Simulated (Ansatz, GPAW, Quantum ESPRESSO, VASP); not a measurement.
## One structure in several programs: SrAg₃Pd₂ (P6/mmm, 6 atoms in the cell)

Self-consistent single point.

```yaml
crystal:
  lattice:
    - [5.54858, 0.00000, 0.00000]
    - [-2.77429, 4.80521, 0.00000]
    - [0.00000, 0.00000, 4.55616]
  atoms:
    - { symbol: Sr, position: [0.00000, 0.00000, 0.00000] }
    - { symbol: Ag, position: [0.50000, 0.00000, 0.50000] }
    - { symbol: Ag, position: [0.50000, 0.50000, 0.50000] }
    - { symbol: Ag, position: [0.00000, 0.50000, 0.50000] }
    - { symbol: Pd, position: [0.33333, 0.66667, 0.00000] }
    - { symbol: Pd, position: [0.66667, 0.33333, 0.00000] }
```

Shared settings, as Ansatz (a quantum-chemistry and plane-wave program) writes them: kpoints.mp_grid.grid = 6 6 6; scf.occupations.method = gaussian; scf.occupations.width = 0.2 eV. Potentials and cutoffs stand in the table.

| code | model | pressure (GPa) | cutoff |
|---|---|---|---|
| VASP | LDA (PZ), VASP's LDA PAW potentials (set 64) | -6.62 | 300 eV |
| Ansatz | LDA (PW92), PAW files made with PBE | -6.70 | default |
| Quantum ESPRESSO | LDA (PZ), GBRV 1.5 ultrasoft (LDA) pseudopotentials | -7.28 | 40 Ry |
| GPAW | LDA (Perdew-Wang 92), GPAW PAW datasets LDA (gpaw-data 1.0.1) | -6.57 | 550 eV |

On Ansatz's run: spin polarisation is off.

The spread over the programs that give each value: pressure within 0.71 GPa.

Ansatz's pressure is given at a fixed set of plane waves, as the other plane-wave codes print theirs; with its correction for the finite basis it is -6.67 GPa. The same LDA comes in different parametrisations, which differ slightly.

VASP's run is marked for a possible Pulay error in its stress at this cutoff; no cutoff test was made.

The starting cell comes from a database of computed structures (which also holds hypothetical and non-ambient phases and stackings), without a prior relaxation at this level.

Left out of this page: Elk and SIESTA (not drawn, or without a comparable value).

Keys are those of Ansatz 0.2.
